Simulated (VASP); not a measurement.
Here is the system:

```yaml
crystal:
  lattice:
    - [1.46678, -2.54054, 0.00000]
    - [1.46678, 2.54054, 0.00000]
    - [0.00000, 0.00000, 4.64507]
  atoms:
    - { symbol: Ti, position: [0.33333, 0.66667, 0.25000] }
    - { symbol: Ti, position: [0.66667, 0.33333, 0.75000] }
```

All values below come from RPBE GGA, VASP's PBE PAW potentials (set 64) (plane waves; VASP 6.6.1). Run with 520 eV cut-off, 14×14×8 Γ-centred mesh, first-order Methfessel-Paxton smearing of 0.10 eV, potentials Ti_sv.

Question: Give the stress tensor in GPa (positive for a compressed cell).

Answer: 
```
3.39  0.00  0.00
0.00  3.39  0.00
0.00  0.00  3.39
```
The pressure is its mean diagonal, 3.39 GPa.

The compound is Ti in the hcp structure. This cell is one point of a volume scan, at 0.97 of the reference volume.
